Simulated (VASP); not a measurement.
# InSbO2 (P4mm) in VASP: single point with r2SCAN

Aim: the single point of InSbO2 with r2SCAN.

All numbers are computed with VASP 6.6.1; they aren't measurements. Logs are shortened: lines on timing, memory, paths and dates and some standing lists are left out, and cuts for length are marked.

## (1) The crystal as given

Symmetry: P4mm, No. 99, tetragonal system. The conventional cell has a = 3.803 Å, b = 3.803 Å, c = 5.032 Å, α = 90.00°, β = 90.00°, γ = 90.00°. In (site symmetry 4mm) has 4 O at 2.37 Å as nearest neighbours. Sb (site symmetry 4mm) has 4 O at 2.15 Å as nearest neighbours. O (site symmetry 2mm) is surrounded by 2 Sb at 2.15 Å and 2 In at 2.37 Å.

The cell was built by a generator and needn't be a form met in nature.

## (2) Single point, r2SCAN

INCAR

```
  PREC = Accurate
  ENCUT = 520
  EDIFF = 1E-6
  ISMEAR = 0
  SIGMA = 0.1
  LREAL = F
  LASPH = T
  NELM = 150
  ALGO = Normal
  ISIF = 2
  LWAVE = F
  LCHARG = F
  METAGGA = R2SCAN
  LMIXTAU = T
  KPAR = 2
```

KPOINTS

```
regular mesh
0
Gamma
  10 10 8
```

POSCAR

```
InSbO2
1.0
    3.8026500000      0.0000000000      0.0000000000
    0.0000000000      3.8026500000      0.0000000000
    0.0000000000      0.0000000000      5.0316500000
In Sb O
1 1 2
Direct
    0.0000000000      0.0000000000      0.2792130000
    0.5000000000      0.5000000000      0.7966870000
    0.0000000000      0.5000000000      0.9971380000
    0.5000000000      0.0000000000      0.9971380000
```

Potentials or basis: VASP PAW PBE potentials, release 64 (In_d, Sb, O).

Command:

```
cat potpaw_PBE.64/In_d/POTCAR potpaw_PBE.64/Sb/POTCAR potpaw_PBE.64/O/POTCAR > POTCAR
mpirun -np 2 vasp_std > vasp.out
```

OUTCAR:

```text
PREC = Accurate
   ENCUT = 520
   EDIFF = 1E-6
   ISMEAR = 0
   LREAL = F
   LASPH = T
   NELM = 150
   ISIF = 2
   METAGGA = R2SCAN

 ion  position               nearest neighbor table
   1  0.000  0.000  0.279-   3 2.37   4 2.37   3 2.37   4 2.37   2 3.62   2 3.62   2 3.62   2 3.62
                             2 3.74   2 3.74   2 3.74   2 3.74
   2  0.500  0.500  0.797-   3 2.15   4 2.15   4 2.15   3 2.15   1 3.62   1 3.62   1 3.62   1 3.62
                             1 3.74   1 3.74   1 3.74   1 3.74
   3  0.000  0.500  0.997-   2 2.15   2 2.15   1 2.37   1 2.37
   4  0.500  0.000  0.997-   2 2.15   2 2.15   1 2.37   1 2.37

  LATTYP: Found a simple tetragonal cell.
 ALAT       =     3.8026500000
 C/A-ratio  =     1.3231956662

  Lattice vectors:

 A1 = (   3.8026500000,   0.0000000000,   0.0000000000)
 A2 = (   0.0000000000,   3.8026500000,   0.0000000000)
 A3 = (   0.0000000000,   0.0000000000,   5.0316500000)

Analysis of symmetry for initial positions (statically):
=====================================================================
 Subroutine PRICEL returns:
 Original cell was already a primitive cell.

 Routine SETGRP: Setting up the symmetry group for a
 simple tetragonal supercell.

 Subroutine GETGRP returns: Found  8 space group operations
 (whereof  8 operations were pure point group operations)
 out of a pool of 16 trial point group operations.

The static configuration has the point symmetry C_4v.

Analysis of symmetry for dynamics (positions and initial velocities):
=====================================================================
 Subroutine PRICEL returns:
 Original cell was already a primitive cell.

 Routine SETGRP: Setting up the symmetry group for a
 simple tetragonal supercell.

 Subroutine GETGRP returns: Found  8 space group operations
 (whereof  8 operations were pure point group operations)
 out of a pool of 16 trial point group operations.

The dynamic configuration has the point symmetry C_4v.

 Subroutine INISYM returns: Found  8 space group operations
 (whereof  8 operations are pure point group operations),
 and found     1 'primitive' translations

----------------------------------------------------------------------------------------

                                     Primitive cell

  volume of cell :      72.7584

  direct lattice vectors                    reciprocal lattice vectors
     3.802650000  0.000000000  0.000000000     0.262974505  0.000000000  0.000000000
     0.000000000  3.802650000  0.000000000     0.000000000  0.262974505  0.000000000
     0.000000000  0.000000000  5.031650000     0.000000000  0.000000000  0.198741963

  length of vectors
     3.802650000  3.802650000  5.031650000     0.262974505  0.262974505  0.198741963

  position of ions in fractional coordinates (direct lattice)
     0.000000000  0.000000000  0.279213000
     0.500000000  0.500000000  0.796687000
     0.000000000  0.500000000  0.997138000
     0.500000000  0.000000000  0.997138000

  ion indices of the primitive-cell ions
   primitive index   ion index
                 1           1
                 2           2
                 3           3
                 4           4

----------------------------------------------------------------------------------------

 KPOINTS: regular mesh

Automatic generation of k-mesh.
 Grid dimensions read from file:
 generate k-points for:   10   10    8

 Generating k-lattice:

  Cartesian coordinates                     Fractional coordinates (reciprocal lattice)
     0.026297450  0.000000000  0.000000000     0.100000000  0.000000000  0.000000000
     0.000000000  0.026297450  0.000000000     0.000000000  0.100000000  0.000000000
     0.000000000  0.000000000  0.024842745     0.000000000  0.000000000  0.125000000

  Length of vectors
     0.026297450  0.026297450  0.024842745

  Shift w.r.t. Gamma in fractional coordinates (k-lattice)
     0.000000000  0.000000000  0.000000000

 Subroutine IBZKPT returns following result:
 ===========================================

 Found    105 irreducible k-points:

 Following reciprocal coordinates:
            Coordinates               Weight
  0.000000  0.000000  0.000000      1.000000
  0.100000  0.000000  0.000000      4.000000
  0.200000  0.000000  0.000000      4.000000
  0.300000  0.000000  0.000000      4.000000
  0.400000  0.000000  0.000000      4.000000
  0.500000  0.000000  0.000000      2.000000
[... 16 lines left out ...]
  0.100000  0.000000  0.125000      8.000000
  0.200000  0.000000  0.125000      8.000000
 [... further k-points ...]
   k-points           NKPTS =    105   k-points in BZ     NKDIM =    105   number of bands    NBANDS=     19
   number of dos      NEDOS =    301   number of ions     NIONS =      4
   total plane-waves  NPLWV =  31360
   dimension x,y,z NGX =    28 NGY =   28 NGZ =   40
   dimension x,y,z NGXF=    56 NGYF=   56 NGZF=   80
   ions per type =               1   1   2
   NGX,Y,Z   is equivalent  to a cutoff of  12.24, 12.24, 13.22 a.u.
   NGXF,Y,Z  is equivalent  to a cutoff of  24.48, 24.48, 26.43 a.u.
 SYSTEM =  unknown system
   PREC   = accura    normal or accurate (medium, high low for compatibility)
   ISTART =      0    job   : 0-new  1-cont  2-samecut
   ICHARG =      2    charge: 1-file 2-atom 10-const
   ISPIN  =      1    spin polarized calculation?
   LNONCOLLINEAR =      F non collinear calculations
   LSORBIT =      F    spin-orbit coupling
   LASPH  =      T    aspherical Exc in radial PAW
   ENCUT  =  520.0 eV  38.22 Ry    6.18 a.u.   7.07  7.07  9.36*2*pi/ulx,y,z
   NELM   =    150;   NELMIN=  2; NELMDL= -5     # of ELM steps
   EDIFF  = 0.1E-05   stopping-criterion for ELM
   LREAL  =      F    real-space projection
   EDIFFG = 0.1E-04   stopping-criterion for IOM
   NSW    =      0    number of steps for IOM
   IBRION =     -1    ionic relax: 0-MD 1-quasi-New 2-CG
   NFREE  =      0    steps in history (QN), initial steepest desc. (CG)
   ISIF   =      2    stress and relaxation
   ISYM   =      2    0-nonsym 1-usesym 2-fastsym
   POTIM  = 0.5000    time-step for ionic-motion
   TEBEG  =    0.0;   TEEND  =   0.0 temperature during run
   PSTRESS=    0.0 pullay stress
   NELECT =      30.0000    total number of electrons
   NUPDOWN=      -1.0000    fix difference up-down
   EMIN   =  10.00;   EMAX   =-10.00  energy-range for DOS
   EFERMI =   0.00;   METHOD = LEGACY
   ISMEAR =     0;   SIGMA  =   0.10  broadening in eV -4-tet -1-fermi 0-gaus
   EFERMI_NEDOS =   21; number of points for ismear=-14 and -15
   IALGO  =     38    algorithm
   IMIX   =      4    mixing-type and parameters
     AMIX     =   0.40;   BMIX     =  1.00
     AMIX_MAG =   1.60;   BMIX_MAG =  1.00
  volume/ion in A,a.u.               =      18.19       122.75
  Fermi-wavevector in a.u.,A,eV,Ry     =   1.218487  2.302606 20.200711  1.484710
  Thomas-Fermi vector in A             =   2.353772
   LORBIT       =      0    0 simple, 1 ext, 2 COOP (PROOUT), +10 PAW based schemes
   METAGGA = R2SCAN    functional components
   LHFCALC =     F    Hartree Fock is set to
   AEXX    =    0.0000 exact exchange contribution
   IVDW    =     0    specifies the selected vdW correction
   LEPSILON=     F    determine dielectric tensor
   LRPA    =     F    only Hartree local field effects (RPA)
 non-spin polarized calculation
 Gauss-broadening in eV      SIGMA  =   0.10
  energy-cutoff  :      520.00
  volume of cell :       72.76
 maximum number of plane-waves:      1992
   NGX = 15   NGY = 15   NGZ = 19

 number of electron      29.9999978 magnetization

 Free energy of the ion-electron system (eV)
  ---------------------------------------------------
  ext. energy  EPLUGINS =         0.00000000
  ---------------------------------------------------
  free energy    TOTEN  =       -65.04575942 eV

  energy without entropy =      -65.04575942  energy(sigma->0) =      -65.04575942

 E-fermi :   6.3226     XC(G=0): -10.4372

 val. band max:        5.9677847046   @ k =   0.5000   0.5000   0.0000
 cond. band min:       6.6860933063   @ k =   0.5000   0.5000   0.0000
 fundamental gap:      0.7183086017
 Fermi energy:         6.3225677067

 k-point     1 :       0.0000    0.0000    0.0000
  band No.  band energies     occupation
      1     -15.1159      2.00000
      2     -13.0478      2.00000
      3      -8.1919      2.00000
      4      -8.1919      2.00000
      5      -8.1837      2.00000
      6      -8.1662      2.00000
[... 11 lines left out ...]
     18      10.6407      0.00000
     19      11.9993      0.00000

 k-point     2 :       0.1000    0.0000    0.0000
  band No.  band energies     occupation
      1     -15.0667      2.00000
      2     -13.0958      2.00000
      3      -8.2188      2.00000
      4      -8.1925      2.00000
      5      -8.1861      2.00000
      6      -8.1429      2.00000
[... 11 lines left out ...]
     18      10.6843      0.00000
     19      11.9451      0.00000

 k-point     3 :       0.2000    0.0000    0.0000
  band No.  band energies     occupation
      1     -14.9232      2.00000
      2     -13.2360      2.00000
      3      -8.2395      2.00000
      4      -8.2002      2.00000
      5      -8.1864      2.00000
      6      -8.1255      2.00000
[... 11 lines left out ...]
     18      10.8060      0.00000
     19      11.2657      0.00000

 k-point     4 :       0.3000    0.0000    0.0000
  band No.  band energies     occupation
      1     -14.6989      2.00000
      2     -13.4572      2.00000
      3      -8.2443      2.00000
      4      -8.2123      2.00000
      5      -8.1840      2.00000
      6      -8.1029      2.00000
[... 11 lines left out ...]
     18      10.6516      0.00000
     19      10.9742      0.00000

 k-point     5 :       0.4000    0.0000    0.0000
  band No.  band energies     occupation
      1     -14.4197      2.00000
      2     -13.7349      2.00000
      3      -8.2404      2.00000
      4      -8.2224      2.00000
      5      -8.1819      2.00000
      6      -8.0829      2.00000
[... 11 lines left out ...]
     18      10.6704      0.00000
     19      11.1292      0.00000

 k-point     6 :       0.5000    0.0000    0.0000
  band No.  band energies     occupation
      1     -14.1944      2.00000
      2     -13.9596      2.00000
      3      -8.2374      2.00000
      4      -8.2262      2.00000
      5      -8.1810      2.00000
      6      -8.0738      2.00000
[... 11 lines left out ...]
     18      10.9184      0.00000
     19      11.1941      0.00000

 k-point     7 :       0.1000    0.1000    0.0000
  band No.  band energies     occupation
      1     -15.0186      2.00000
      2     -13.1397      2.00000
      3      -8.2286      2.00000
      4      -8.1947      2.00000
      5      -8.1882      2.00000
      6      -8.1355      2.00000
[... 11 lines left out ...]
     18      10.6175      0.00000
     19      11.8927      0.00000

 k-point     8 :       0.2000    0.1000    0.0000
  band No.  band energies     occupation
      1     -14.8784      2.00000
      2     -13.2690      2.00000
      3      -8.2404      2.00000
      4      -8.2043      2.00000
      5      -8.1852      2.00000
      6      -8.1204      2.00000
[... 256 lines left out ...]
 k-point    20 :       0.5000    0.4000    0.0000
  band No.  band energies     occupation
      1     -13.9307      2.00000
      2     -13.9061      2.00000
      3      -8.3051      2.00000
      4      -8.1703      2.00000
      5      -8.0939      2.00000
      6      -8.0488      2.00000
[... 11 lines left out ...]
     18      10.8096      0.00000
     19      11.4706      0.00000

 k-point    21 :       0.5000    0.5000    0.0000
  band No.  band energies     occupation
      1     -13.9004      2.00000
      2     -13.9004      2.00000
      3      -8.3146      2.00000
      4      -8.1598      2.00000
      5      -8.0851      2.00000
      6      -8.0460      2.00000
[... 11 lines left out ...]
     18      10.8347      0.00000
     19      11.4062      0.00000

 k-point    22 :       0.0000    0.0000    0.1250
  band No.  band energies     occupation
      1     -15.1134      2.00000
      2     -13.0475      2.00000
      3      -8.1930      2.00000
      4      -8.1930      2.00000
      5      -8.1837      2.00000
      6      -8.1673      2.00000
[... 11 lines left out ...]
     18      10.3955      0.00000
     19      11.8996      0.00000

 k-point    23 :       0.1000    0.0000    0.1250
  band No.  band energies     occupation
      1     -15.0642      2.00000
      2     -13.0953      2.00000
      3      -8.2197      2.00000
      4      -8.1933      2.00000
      5      -8.1863      2.00000
      6      -8.1416      2.00000
[... 11 lines left out ...]
     18      10.4539      0.00000
     19      12.0423      0.00000

 k-point    24 :       0.2000    0.0000    0.1250
  band No.  band energies     occupation
      1     -14.9210      2.00000
      2     -13.2357      2.00000
      3      -8.2397      2.00000
      4      -8.2002      2.00000
      5      -8.1872      2.00000
      6      -8.1247      2.00000
[... 11 lines left out ...]
     18      10.6176      0.00000
     19      11.4998      0.00000

 [... further k-points ...]

------------------------ aborting loop because EDIFF is reached ----------------------------------------

  FORCE on cell =-STRESS in cart. coord.  units (eV):
  Direction    XX          YY          ZZ          XY          YZ          ZX
  --------------------------------------------------------------------------------------
  -------------------------------------------------------------------------------------
  Total       -1.8619101     -1.8619101     -1.2980606      0.0000000      0.0000000      0.0000000
  in kB      -41.0002179    -41.0002179    -28.5839615      0.0000000      0.0000000      0.0000000
  external PRESSURE =     -36.8614658 kB  Pullay stress =       0.0000000 kB

 VOLUME and BASIS-vectors are now :
 -----------------------------------------------------------------------------
  energy-cutoff  :      520.00
  volume of cell :       72.76
      direct lattice vectors                 reciprocal lattice vectors
     3.802650000  0.000000000  0.000000000     0.262974505  0.000000000  0.000000000
     0.000000000  3.802650000  0.000000000     0.000000000  0.262974505  0.000000000
     0.000000000  0.000000000  5.031650000     0.000000000  0.000000000  0.198741963

 POSITION                                       TOTAL-FORCE (eV/Angst)
 -----------------------------------------------------------------------------------
      0.00000      0.00000      1.40490        -0.000000     -0.000000     -0.341510
      1.90132      1.90132      4.00865         0.000000     -0.000000      0.525812
      0.00000      1.90132      5.01725         0.000000     -0.000000     -0.092151
      1.90132      0.00000      5.01725         0.000000      0.000000     -0.092151
 -----------------------------------------------------------------------------------
    total drift:                               -0.000000     -0.000000     -0.002669

  FREE ENERGIE OF THE ION-ELECTRON SYSTEM (eV)
  ---------------------------------------------------
  free  energy   TOTEN  =       -65.0457594197 eV

  energy  without entropy=      -65.0457594192  energy(sigma->0) =      -65.04575942
```

It took 5.3 min on 2 MPI ranks of Intel Xeon Platinum 8175M at 2.50GHz (Skylake/Cascade Lake), shared host; peak memory 0.29 GiB.

What came out:

* Free energy: -65.0458 eV
* Pressure: -3.7 GPa
* Largest force: 0.526 eV/Å
* Band gap on the k mesh: 0.72 eV, direct

Forces on the atoms (eV/Å):
```
In   0.000  0.000 -0.342
Sb   0.000  0.000  0.526
O    0.000  0.000 -0.092
O    0.000  0.000 -0.092
```

Stress tensor (GPa, compression positive):
```
-4.10  0.00  0.00
 0.00 -4.10  0.00
 0.00  0.00 -2.86
```

Levels at points of the mesh, in eV from the valence-band top:
```tsv
k point	band 13	band 14	band 15	band 16	band 17	band 18
(0.00, 0.00, 0.00)	-2.74	-2.74	-0.42	2.16	4.67	4.67
(0.50, 0.00, 0.00)	-3.76	-3.09	-1.66	2.98	4.23	4.95
(0.50, 0.50, 0.00)	-2.82	-1.76	0.00	0.72	0.72	4.87
(0.00, 0.00, 0.50)	-2.74	-2.74	-1.98	1.95	3.52	3.52
(0.50, 0.00, 0.50)	-3.71	-2.16	-0.81	2.49	3.37	4.98
(0.50, 0.50, 0.50)	-2.82	-1.76	-0.87	2.73	2.73	4.54
```

Caveat: the PAW data sets were made with another functional, which shifts forces and pressure a little; spin-orbit coupling is left out, which moves the levels of the heavy elements. A k mesh can miss the band edges.
